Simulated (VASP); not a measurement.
Here is the system:

```
CELL_PARAMETERS angstrom
      5.68618     0.00000     0.00000
     -2.84309     4.92437     0.00000
      0.00000     0.00000     4.16390
ATOMIC_POSITIONS crystal
  Eu 0.00000 0.00000 0.00000
  Al 0.66667 0.33333 0.00000
  Al 0.33333 0.66667 0.00000
  Ag 0.50000 0.50000 0.50000
  Ag 0.00000 0.50000 0.50000
  Ag 0.50000 0.00000 0.50000
```

All values below come from PBEsol GGA, VASP's PBE PAW potentials (set 64) (plane waves; VASP). Settings: 400 eV cut-off, Gaussian smearing of 0.050 eV, potentials Eu_2 Al Ag.

The 4f electrons are frozen in the core of the lanthanide potential, so 4f levels, which can set the real gap, and their magnetism are missing.

Q: Give the energies of bands 14 to 27 at the high-symmetry points, in eV from the Fermi level.

A: 
```csv
band,Γ,M,K,A,L,H
14,-4.61,-5.10,-5.12,-4.78,-5.08,-5.00
15,-4.61,-5.09,-4.91,-4.65,-5.03,-4.89
16,-4.53,-4.93,-4.91,-4.65,-4.65,-4.88
17,-4.39,-4.82,-4.90,-4.59,-4.55,-4.88
18,-4.39,-4.81,-4.65,-4.30,-4.39,-4.36
19,-4.02,-4.57,-4.48,-4.30,-4.38,-3.89
20,-3.46,-4.38,-4.48,-3.46,-4.10,-3.89
21,-0.93,-2.20,-3.44,-2.00,-3.61,-3.58
22,-0.93,-1.34,0.52,-2.00,-3.35,-3.58
23,-0.48,0.50,0.52,-1.63,-1.16,-1.74
24,-0.07,1.14,1.11,0.02,-0.25,-1.19
25,-0.07,1.31,1.26,0.02,0.58,2.28
26,1.07,2.69,1.26,0.99,1.22,2.28
27,4.47,3.30,3.41,2.46,2.31,2.68
```

It has no gap at this level: it comes out as a metal or semimetal.

The structure comes from a computed database's EuAl2Ag3 entry (P6/mmm); how it stands against other phases isn't given here. It was relaxed first, which changed the volume by -8 %. The electron count is odd and the run is not spin-polarised, which forces a metal.
